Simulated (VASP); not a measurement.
Wanted: the native input for a VASP 6.6.1 run.

```
Task                   : electric field gradients
Functional             : PBE
Potentials or basis    : VASP PAW PBE potentials, release 64 (Sb, Al, N)
Cutoff                 : 520 eV
k mesh                 : 4 × 4 × 2
Occupations            : fermi-dirac, width 0.01 eV
Spin                   : no spin polarisation
Dipole correction      : no
Further INCAR settings : LREAL = Auto; ALGO = Fast; EDIFF = 1e-08; NBANDS = 87
```

The structure of Al15SbN16 (a cell with a defect) lies in POSCAR:

```
Al15SbN16
1.0
    6.2260000000      0.0000000000      0.0000000000
   -3.1130000000      5.3918741640      0.0000000000
    0.0000000000      0.0000000000      9.9620000000
Sb Al N
1 15 16
Direct
    0.1666666666      0.3333333334      0.0000000000
    0.1666666666      0.3333333334      0.5000000000
    0.1666666666      0.8333333334      0.0000000000
    0.1666666666      0.8333333334      0.5000000000
    0.6666666666      0.3333333334      0.0000000000
    0.6666666666      0.3333333334      0.5000000000
    0.6666666666      0.8333333334      0.0000000000
    0.6666666666      0.8333333334      0.5000000000
    0.3333333334      0.1666666666      0.2500000000
    0.3333333334      0.1666666666      0.7500000000
    0.3333333334      0.6666666666      0.2500000000
    0.3333333334      0.6666666666      0.7500000000
    0.8333333334      0.1666666666      0.2500000000
    0.8333333334      0.1666666666      0.7500000000
    0.8333333334      0.6666666666      0.2500000000
    0.8333333334      0.6666666666      0.7500000000
    0.1666666666      0.3333333334      0.1900000000
    0.1666666666      0.3333333334      0.6900000000
    0.1666666666      0.8333333334      0.1900000000
    0.1666666666      0.8333333334      0.6900000000
    0.6666666666      0.3333333334      0.1900000000
    0.6666666666      0.3333333334      0.6900000000
    0.6666666666      0.8333333334      0.1900000000
    0.6666666666      0.8333333334      0.6900000000
    0.3333333334      0.1666666666      0.4400000000
    0.3333333334      0.1666666666      0.9400000000
    0.3333333334      0.6666666666      0.4400000000
    0.3333333334      0.6666666666      0.9400000000
    0.8333333334      0.1666666666      0.4400000000
    0.8333333334      0.1666666666      0.9400000000
    0.8333333334      0.6666666666      0.4400000000
    0.8333333334      0.6666666666      0.9400000000
```

These files were run (other wordings do the same):

INCAR

```
PREC = Accurate ; ENCUT = 520
EDIFF = 1E-8 ; ISMEAR = -1
SIGMA = 0.01 ; LREAL = Auto
LASPH = T ; NELM = 60
ALGO = Fast ; ISIF = 2
LWAVE = F ; LCHARG = F
GGA = PE ; LEFG = T
NBANDS = 87
```

KPOINTS

```
regular mesh
0
Gamma
  4 4 2
```

Potentials or basis: VASP PAW PBE potentials, release 64 (Sb, Al, N).

Launch:

```console
$ cat potpaw_PBE.64/Sb/POTCAR potpaw_PBE.64/Al/POTCAR potpaw_PBE.64/N/POTCAR > POTCAR
$ mpirun -np 1 vasp_std > vasp.out
```

Results of the run:

* Pressure: 14.5 GPa
* Largest force: 5.398 eV/Å
* Band gap on the k mesh: none (metal or under the smearing width)

It took 10 min on 1 thread of AMD EPYC 7R43 64-Core Processor (Zen 3), on a shared host, peak memory 0.47 GiB.
